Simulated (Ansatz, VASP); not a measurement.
**Two plane-wave programs on BeAl2H2C**

```
CELL_PARAMETERS angstrom
3.27711 0.00000 0.00000
0.00000 3.27711 0.00000
0.00000 0.00000 4.85069
ATOMIC_POSITIONS crystal
Be 0.00000 0.00000 0.00000
Al 0.50000 0.50000 0.26390
Al 0.50000 0.50000 0.73610
H 0.00000 0.50000 0.00000
H 0.50000 0.00000 0.00000
C 0.00000 0.00000 0.50000
```

Change from the starting cell: species swapped into the LaAl2BRu2 type (P4/mmm, No. 123).

Alike in both runs: task single point; functional PBE; k mesh 6 × 6 × 4; occupations gaussian, width 0.1 eV; collinear spin.

```csv
,VASP,Ansatz
version,VASP 6.6.1,Ansatz 0.2.0
potentials or method,"VASP PAW PBE potentials, release 64 (Be, Al, H, C)","scalar-relativistic, plane waves, PAW"
plane-wave cutoff (eV),520,420
valence electrons in the cell,14,14
```

VASP gave:

- gap on the k mesh at the Fermi level (eV): none
- pressure (GPa): -0.3
- largest component of the traceless stress (GPa): 0.15
- rms of the force components (eV/Å): 0.004
- net moment per atom (μB): 0.00

Problem. Estimate Ansatz's values.

Solution. gap on the k mesh at the Fermi level (eV): none; pressure (GPa): -0.2; largest component of the traceless stress (GPa): 0.19; rms of the force components (eV/Å): 0.004; net moment per atom (μB): 0.00.

Atom by atom the forces differ by 0.000 eV/Å (rms over components). A gap of «none» marks a metal or a gap that the smearing closes. Ansatz warned: «seeded_moment_not_kept».
